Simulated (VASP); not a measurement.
Given:

```
MoS2
1.0
    1.59170     0.91897     6.42274
   -1.59170     0.91897     6.42274
    0.00000    -1.83794     6.42274
Mo S
1 2
Cartesian
  0.00000   0.00000  19.26815
  0.00000   0.00000  14.39807
  0.00000   0.00000  11.29233
```

Calculation: r2SCAN meta-GGA, VASP's PBE PAW potentials (set 64) (plane waves; VASP). Run with 400 eV cut-off, 9×9×9 Γ-centred mesh, tetrahedra with Blöchl corrections, potentials Mo_sv S.

Problem. Tabulate the total density of states (states/eV per cell) against energy (eV; zero at the valence-band maximum or, without a gap, the Fermi level).

Solution. 
```
E (eV) | DOS (states/eV)
    -9.98 |  0.00
    -9.76 |  0.00
    -9.43 |  0.00
    -9.21 |  0.00
    -8.99 |  0.00
    -8.77 |  0.00
    -8.44 |  0.00
    -8.22 |  0.00
    -8.00 |  0.00
    -7.78 |  0.00
    -7.45 |  0.00
    -7.23 |  0.00
    -7.01 |  0.00
    -6.79 |  0.03
    -6.46 | ######### 1.40
    -6.24 | ################# 2.57
    -6.02 | ########################### 4.09
    -5.80 | ################# 2.52
    -5.47 | ########## 1.46
    -5.25 | ###### 0.92
    -5.03 | ##### 0.82
    -4.81 | ##################### 3.17
    -4.49 | ##################### 3.21
    -4.27 | ######## 1.22
    -4.05 | #################### 3.10
    -3.83 | ######################## 3.62
    -3.50 | ########### 1.62
    -3.28 | ########### 1.64
    -3.06 | ####### 1.03
    -2.84 | ############### 2.24
    -2.51 | ########################## 3.91
    -2.29 | ############# 1.92
    -2.07 | ################### 2.93
    -1.85 | ########## 1.60
    -1.52 | ############ 1.80
    -1.30 | ######################## 3.69
    -1.08 | ############## 2.14
    -0.86 | ######## 1.29
    -0.53 | ## 0.26
    -0.31 | # 0.18
    -0.09 |  0.03
     0.13 |  0.00
     0.46 |  0.00
     0.68 |  0.00
     0.90 |  0.00
     1.12 |  0.04
     1.44 | ############ 1.88
     1.66 | ########################### 4.09
     1.88 | ###################### 3.28
     2.10 | ############################## 4.57
     2.43 | ##################### 3.23
     2.65 | ################### 2.83
     2.87 | ############### 2.28
     3.09 | ############### 2.25
     3.42 | ########### 1.71
     3.64 | ####### 1.01
     3.86 | ################ 2.46
     4.08 | ############ 1.90
     4.41 | ###### 0.96
     4.63 |  0.07
```
Within 2 eV below the valence-band maximum the largest weight inside VASP's projection spheres is Mo d, then S p.

The structure was generated: MoS2 was put into the 3R-MoS2 type (R3m), which need not be its known phase. It was relaxed first, which changed the volume by +6 %.
